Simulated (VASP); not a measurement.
These are PBE GGA with D4 dispersion, VASP's PBE PAW potentials (set 64) (plane waves; VASP) values and carry that method's errors.

VASP input:

### KPOINTS
```
kpoints
0
G
8 8 8
```

File POSCAR:
```
SrVO3
1
    3.8400000000     0.0000000000     0.0000000000
    0.0000000000     3.8400000000     0.0000000000
    0.0000000000     0.0000000000     3.8400000000
Sr V O
1 1 3
Direct
  0.0000000000   0.0000000000   0.0000000000
  0.5000000000   0.5000000000   0.5000000000
  0.5000000000   0.0000000000   0.5000000000
  0.0000000000   0.5000000000   0.5000000000
  0.5000000000   0.5000000000   0.0000000000
```

### INCAR
```
# general
SYSTEM   =  SrVO3
PREC     =  Accurate
ENCUT    =  520   # plane-wave cut-off (eV)
LREAL    =  .FALSE.   # projection in real space or not
LASPH    =  .TRUE.

# electronic loop
EDIFF    =  1E-7   # SCF stop (eV)
NELM     =  100
ALGO     =  Normal   # blocked Davidson
LMAXMIX  =  4   # l cut-off of mixed one-centre charges

# smearing
ISMEAR   =  1   # Methfessel-Paxton
SIGMA    =  0.1   # width (eV)

# functional
GGA      =  PE   # PBE
IVDW     =  13   # D4

# ions
ISIF     =  2   # forces and stress, cell fixed

# output
LWAVE    =  .FALSE.
LCHARG   =  .FALSE.
```

POTCAR, in this order: Sr_sv V_sv O (PBE.64 set). Program: vasp_std.

Output

OUTCAR:
```
 ion  position               nearest neighbor table
   1  0.000  0.000  0.000-   3 2.72   4 2.72   5 2.72   3 2.72   4 2.72   4 2.72   5 2.72   4 2.72
                             3 2.72   5 2.72   3 2.72   5 2.72   2 3.33   2 3.33   2 3.33   2 3.33
   2  0.500  0.500  0.500-   3 1.92   4 1.92   5 1.92   5 1.92   3 1.92   4 1.92   1 3.33   1 3.33
                             1 3.33   1 3.33   1 3.33   1 3.33   1 3.33   1 3.33
   3  0.500  0.000  0.500-   2 1.92   2 1.92   1 2.72   1 2.72   1 2.72   1 2.72
   4  0.000  0.500  0.500-   2 1.92   2 1.92   1 2.72   1 2.72   1 2.72   1 2.72
   5  0.500  0.500  0.000-   2 1.92   2 1.92   1 2.72   1 2.72   1 2.72   1 2.72
  LATTYP: Found a simple cubic cell.
 ALAT       =     3.8400000000
 Subroutine PRICEL returns:
 Original cell was already a primitive cell.
 Subroutine GETGRP returns: Found 48 space group operations
The static configuration has the point symmetry O_h .
The dynamic configuration has the point symmetry O_h .
 Subroutine INISYM returns: Found 48 space group operations
 Subroutine IBZKPT returns following result:
 Found     35 irreducible k-points:

 Following reciprocal coordinates:
            Coordinates               Weight
  0.000000  0.000000  0.000000      1.000000
  0.125000  0.000000  0.000000      6.000000
  0.250000  0.000000  0.000000      6.000000
  0.375000  0.000000  0.000000      6.000000
  0.500000  0.000000  0.000000      3.000000
  0.125000  0.125000  0.000000     12.000000
  0.250000  0.125000  0.000000     24.000000
  0.375000  0.125000  0.000000     24.000000
  0.500000  0.125000  0.000000     12.000000
  0.250000  0.250000  0.000000     12.000000
  0.375000  0.250000  0.000000     24.000000
  0.500000  0.250000  0.000000     12.000000
  0.375000  0.375000  0.000000     12.000000
  0.500000  0.375000  0.000000     12.000000
  0.500000  0.500000  0.000000      3.000000
  0.125000  0.125000  0.125000      8.000000
  0.250000  0.125000  0.125000     24.000000
  0.375000  0.125000  0.125000     24.000000
  0.500000  0.125000  0.125000     12.000000
  0.250000  0.250000  0.125000     24.000000
  0.375000  0.250000  0.125000     48.000000
  0.500000  0.250000  0.125000     24.000000
  0.375000  0.375000  0.125000     24.000000
  0.500000  0.375000  0.125000     24.000000
  0.500000  0.500000  0.125000      6.000000
  0.250000  0.250000  0.250000      8.000000
  0.375000  0.250000  0.250000     24.000000
  0.500000  0.250000  0.250000     12.000000
  0.375000  0.375000  0.250000     24.000000
  0.500000  0.375000  0.250000     24.000000
  0.500000  0.500000  0.250000      6.000000
  0.375000  0.375000  0.375000      8.000000
  0.500000  0.375000  0.375000     12.000000
  0.500000  0.500000  0.375000      6.000000
  0.500000  0.500000  0.500000      1.000000
   k-points           NKPTS =     35   k-points in BZ     NKDIM =     35   number of bands    NBANDS=     24
   number of dos      NEDOS =    301   number of ions     NIONS =      5
   total plane-waves  NPLWV =  27000
   dimension x,y,z NGX =    30 NGY =   30 NGZ =   30
   dimension x,y,z NGXF=    60 NGYF=   60 NGZF=   60
   ions per type =               1   1   3
   PREC   = accura    normal or accurate (medium, high low for compatibility)
   ISTART =      0    job   : 0-new  1-cont  2-samecut
   ICHARG =      2    charge: 1-file 2-atom 10-const
   ISPIN  =      1    spin polarized calculation?
   LNONCOLLINEAR =      F non collinear calculations
   LSORBIT =      F    spin-orbit coupling
   INIWAV =      1    electr: 0-lowe 1-rand  2-diag
   ENCUT  =  520.0 eV  38.22 Ry    6.18 a.u.   7.14  7.14  7.14*2*pi/ulx,y,z
   NELM   =    100;   NELMIN=  2; NELMDL= -5     # of ELM steps
   EDIFF  = 0.1E-06   stopping-criterion for ELM
   LREAL  =      F    real-space projection
   NLSPLINE    = F    spline interpolate recip. space projectors
   LMAXMIX     =    4 max onsite mixed and CHGCAR
...
```

OSZICAR:
```
       N       E                     dE             d eps       ncg     rms          rms(c)
DAV:   1     0.453652622249E+03    0.45365E+03   -0.24139E+04  1680   0.179E+03
DAV:   2    -0.226113355486E+02   -0.47626E+03   -0.47213E+03  2176   0.489E+02
DAV:   3    -0.489420960150E+02   -0.26331E+02   -0.26170E+02  1760   0.126E+02
DAV:   4    -0.497479180217E+02   -0.80582E+00   -0.80508E+00  2952   0.195E+01
DAV:   5    -0.497546767068E+02   -0.67587E-02   -0.67581E-02  2032   0.153E+00    0.390E+01
DAV:   6    -0.409332922289E+02    0.88214E+01   -0.96728E+01  2264   0.747E+01    0.188E+01
DAV:   7    -0.399556821604E+02    0.97761E+00   -0.32265E+01  1936   0.508E+01    0.176E+01
DAV:   8    -0.392605543722E+02    0.69513E+00   -0.33413E+00  1936   0.167E+01    0.436E+00
DAV:   9    -0.392845020181E+02   -0.23948E-01   -0.40036E-01  2208   0.452E+00    0.190E+00
DAV:  10    -0.392689237740E+02    0.15578E-01   -0.27568E-01  1856   0.493E+00    0.808E-01
DAV:  11    -0.392634102599E+02    0.55135E-02   -0.51871E-02  1840   0.198E+00    0.308E-01
DAV:  12    -0.392629221812E+02    0.48808E-03   -0.38803E-03  2080   0.589E-01    0.795E-02
DAV:  13    -0.392629167834E+02    0.53978E-05   -0.23902E-04  2024   0.124E-01    0.191E-02
DAV:  14    -0.392629165357E+02    0.24776E-06   -0.58145E-05  2032   0.496E-02    0.146E-02
DAV:  15    -0.392629162839E+02    0.25180E-06   -0.17013E-05  1992   0.379E-02    0.104E-02
DAV:  16    -0.392629159137E+02    0.37019E-06   -0.22150E-06  1848   0.148E-02    0.272E-03
DAV:  17    -0.392629158876E+02    0.26075E-07   -0.13849E-07  1216   0.292E-03
   1 F= -.40315002E+02 E0= -.40314236E+02  d E =-.229831E-02
```

OUTCAR:
```
------------------------ aborting loop because EDIFF is reached ----------------------------------------
  Edisp (eV):   -1.05209
  FORCE on cell =-STRESS in cart. coord.  units (eV):
  Direction    XX          YY          ZZ          XY          YZ          ZX
  --------------------------------------------------------------------------------------
  Total       0.10649     0.10649     0.10649     0.00000    -0.00000     0.00000
  in kB       3.01327     3.01327     3.01327     0.00000    -0.00000     0.00000
  external pressure =        3.01 kB  Pullay stress =        0.00 kB
  volume of cell :       56.62
      direct lattice vectors                 reciprocal lattice vectors
     3.840000000  0.000000000  0.000000000     0.260416667  0.000000000  0.000000000
     0.000000000  3.840000000  0.000000000     0.000000000  0.260416667  0.000000000
     0.000000000  0.000000000  3.840000000     0.000000000  0.000000000  0.260416667
 POSITION                                       TOTAL-FORCE (eV/Angst)
 -----------------------------------------------------------------------------------
      0.00000      0.00000      0.00000         0.000000      0.000000      0.000000
      1.92000      1.92000      1.92000         0.000000      0.000000      0.000000
      1.92000      0.00000      1.92000         0.000000      0.000000      0.000000
      0.00000      1.92000      1.92000         0.000000      0.000000      0.000000
      1.92000      1.92000      0.00000         0.000000      0.000000      0.000000
 -----------------------------------------------------------------------------------
    total drift:                                0.000000      0.000000     -0.000000
  FREE ENERGIE OF THE ION-ELECTRON SYSTEM (eV)
  ---------------------------------------------------
  free  energy   TOTEN  =       -40.3150022627 eV

  energy  without entropy=      -40.3127039562  energy(sigma->0) =      -40.31423616
```
(Selected blocks of OUTCAR.)

The compound is SrVO3 in the cubic perovskite structure. The cell was not relaxed at this level. The run is not spin-polarised, so no magnetic state was tried. The electron count is odd and the run is not spin-polarised, which forces a metal.
